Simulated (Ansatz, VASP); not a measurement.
**MgBe2SeO2: VASP beside Ansatz**

```
Mg Be Se O
1.0
     3.98279    0.00000    0.00000
    -1.99139    3.44920    0.00000
     0.00000    0.00000    5.70654
Mg Be Se O
1 2 1 2
Direct
  0.33333 0.66667 0.50000
  0.66667 0.33333 0.00000
  0.00000 0.00000 0.50000
  0.33333 0.66667 0.00000
  0.66667 0.33333 0.29562
  0.66667 0.33333 0.70438
```

Alike in both runs: task single point; functional PBE; k mesh 6 × 6 × 4; occupations gaussian, width 0.1 eV; collinear spin.

|  | VASP | Ansatz |
| --- | --- | --- |
| version | VASP 6.6.1 | Ansatz 0.2.0 |
| potentials or method | VASP PAW PBE potentials, release 64 (Mg, Be, Se, O) | scalar-relativistic, plane waves, PAW |
| plane-wave cutoff (eV) | 520 | 420 |
| valence electrons in the cell | 24 | 42 |

VASP gave:

- gap on the k mesh at the Fermi level (eV): none
- pressure (GPa): 0.0
- largest component of the traceless stress (GPa): 0.11
- rms of the force components (eV/Å): 0.010
- net moment per atom (μB): 0.00

**Question.** What did Ansatz give for the same quantities?

**Answer.** gap on the k mesh at the Fermi level (eV): none; pressure (GPa): 0.0; largest component of the traceless stress (GPa): 0.01; rms of the force components (eV/Å): 0.000; net moment per atom (μB): 0.00.

Atom by atom the forces differ by 0.010 eV/Å (rms over components). A gap of «none» marks a metal or a gap that the smearing closes. The two sets of potentials don't hold the same shells in valence. Ansatz warned: «seeded_moment_not_kept».
